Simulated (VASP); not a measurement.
EuIr:

```
CELL_PARAMETERS angstrom
0.00000 2.77854 2.77854
2.77854 0.00000 2.77854
5.55708 5.55708 0.00000
ATOMIC_POSITIONS crystal
Eu 0.00000 0.00000 0.00000
Eu 0.00000 0.00000 0.50000
Ir 0.50000 0.50000 0.25000
Ir 0.50000 0.50000 0.75000
```

The cell was built by a generator and needn't be a form met in nature.

```yaml
Program: VASP 6.6.1
Task: relaxation of cell and atoms
Functional: PBE
Potentials_or_basis: VASP PAW PBE potentials, release 64 (Eu, Ir)
Cutoff: 600 eV
k_mesh: 6 × 6 × 3
Occupations: fermi-dirac, width 0.1 eV
Spin: collinear spin, typed start
Starting_moments: "[6.3, 6.3, -0.4, -0.4] μB"
```

At the start: pressure 11.4 GPa; volume 21.45 Å³/atom.

Task: How do energy, volume and symmetry change on relaxing?

Result: Over 5 steps the energy falls by 87.7 meV/atom and the volume is 24.23 Å³/atom (+13.0 %); space group Fm-3m (No. 225, to 0.05 Å); moment 11.97 μB per cell.

The path:
```
step  energy change (eV)  largest force (eV/Å)  pressure (GPa)  volume (Å³)
   1              0.0000                0.0000           11.37        85.80
   2              7.8905                0.0000           -2.03       106.14
   3             -0.2936                0.0000           -3.30       102.24
   4             -0.3492                0.0000           -0.63        97.84
   5             -0.3510                0.0000            0.00        96.92
```

Final structure:
```
Eu Ir
1.0
     0.00000    2.89368    2.89368
     2.89368    0.00000    2.89368
     5.78736    5.78736    0.00000
Eu Ir
2 2
Direct
  0.00000 0.00000 0.00000
  0.00000 0.00000 0.50000
  0.50000 0.50000 0.25000
  0.50000 0.50000 0.75000
```

Caveat: without U or exact exchange the open f shell lies at the Fermi level, which spoils levels, moments and volumes.
